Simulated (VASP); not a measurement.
```xyz
2
Lattice="4.1949 0.0000 0.0000 0.0000 4.1949 0.0000 0.0000 0.0000 4.1949" Properties=species:S:1:pos:R:3 pbc="T T T"
Cs     0.0000     0.0000     0.0000
I      2.0975     2.0975     2.0975
```

The numbers are results of PBEsol GGA, VASP's PBE PAW potentials (set 64) (plane waves; VASP), not measurements. Settings: 500 eV cut-off, 6×6×6 Γ-centred mesh, Gaussian smearing of 0.050 eV, potentials Cs_sv I.

Energy and stress use the plane-wave basis of the starting cell.

The ions, cell shape and volume at an external pressure of 10.0 GPa are relaxed. Predict the relaxed structure.

```xyz
2
Lattice="4.0437 0.0000 0.0000 0.0000 4.0437 0.0000 0.0000 0.0000 4.0437" Properties=species:S:1:pos:R:3 pbc="T T T"
Cs     0.0000     0.0000     0.0000
I      2.0218     2.0218     2.0218
```
Space group Pm-3m (221), at a tolerance of 0.03 Å.

How do energy and volume change from the first to the last step?

The energy (σ→0) changes by +174.3 meV/atom and the volume by -10.4 %, in 3 ionic steps.

The compound is CsI in the CsCl type structure. This run relaxes it under an external pressure of 10 GPa. Symmetry was kept, so distortions that lower it aren't found.
